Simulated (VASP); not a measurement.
Here is the system:

```
AuCu3
1.0
    3.63811     0.00000     0.00000
    0.00000     3.63811     0.00000
    0.00000     0.00000     3.63811
Cu Au
3 1
Direct
  0.00000   0.50000   0.50000
  0.50000   0.00000   0.50000
  0.50000   0.50000   0.00000
  0.00000   0.00000   0.00000
```

The numbers are results of AM05 GGA, VASP's PBE PAW potentials (set 64) (plane waves; VASP 6.6.1), not measurements. Numerical set-up: 520 eV cut-off, 8×8×8 Γ-centred mesh, first-order Methfessel-Paxton smearing of 0.10 eV, potentials Cu Au.

Unless said otherwise, spin-orbit coupling is left out, though it shifts the bands of the heavy elements here.

### Question
Estimate the energy per atom (σ→0), pressure, band gap (on the k-mesh) with the smallest direct gap where there is one.

### Answer

The band gap (on the k-mesh) is none (metal, semimetal or under 0.01 eV), the energy per atom (σ→0) is -3.967 eV/atom and the pressure comes out as 11.97 GPa.

Only differences to runs with the same potentials and settings are physical.

The compound is Cu3Au in the L1_2 structure. This cell is one point of a volume scan, at 0.94 of the reference volume.
